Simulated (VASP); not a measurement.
VASP input:

File POSCAR:
```
TeSe2
1
    4.0021934125    -2.1850899894     0.0053967095
    4.0021934125     2.1850899894     0.0053967095
   -0.1323722826     0.0000000000     5.2941665102
Te Se
1 2
Direct
  0.7530341093   0.2469658907   0.5000000000
  0.0136480193   0.7666821287   0.8407270139
  0.2333178713   0.9863519807   0.1592729861
```

**INCAR**
```
# general
SYSTEM  = TeSe2
PREC    = Accurate
ENCUT   = 400
LREAL   = .False.
LASPH   = .True.   # aspherical one-centre terms

# electronic loop
EDIFF   = 1E-6   # SCF stop (eV)
NELM    = 100   # most electronic steps
ALGO    = Normal   # blocked Davidson
LMAXMIX = 4   # l cut-off of mixed one-centre charges
LMIXTAU = .True.

# smearing
ISMEAR  = 0   # Gaussian
SIGMA   = 0.05   # width (eV)

# functional
METAGGA = R2SCAN

# ions
IBRION  = 2
NSW     = 60   # most ionic steps
ISIF    = 3
EDIFFG  = -0.02

# output
LWAVE   = .False.
LCHARG  = .False.
```

File KPOINTS:
```
Automatic mesh
0
Gamma
5 5 4
0 0 0
```

POTCAR, in this order: Te Se (PBE.64 set). Program: vasp_std.

Question: Translate this r2SCAN calculation to Ansatz.

Answer: One equivalent input (not run):
Ansatz 0.2 input:
```yaml
crystal:
  lattice:
    - [4.0021934, -2.1850900, 0.0053967]
    - [4.0021934, 2.1850900, 0.0053967]
    - [-0.1323723, 0.0000000, 5.2941665]
  atoms:
    - { symbol: Te, position: [0.7530341, 0.2469659, 0.5000000] }
    - { symbol: Se, position: [0.0136480, 0.7666821, 0.8407270] }
    - { symbol: Se, position: [0.2333179, 0.9863520, 0.1592730] }
kpoints:
  mp_grid: { grid: [5, 5, 4] }
hamiltonian:
  xc: r2scan
  pseudopotentials: { kind: paw }
scf:
  occupations: { method: gaussian, width: 0.05 }
  max_iter: 100
relax:
  max_steps: 60
  f_tol: 0.02
  cell: {}
output: { forces: true, stress: true, eigenvalues: true }
```
The two are equivalent in intent, not identical: each code has its own PAW files, so the cut-off isn't converted (ENCUT is set for VASP's; basis.ecutwfc is left out, and Ansatz then takes the one that its files recommend); Ansatz stops its SCF on the density residual and VASP on the energy change (EDIFF).

The structure comes from a computed database's TeSe2 entry (C2); how it stands against other phases isn't given here. It was relaxed first. The start is the result of an earlier pass.
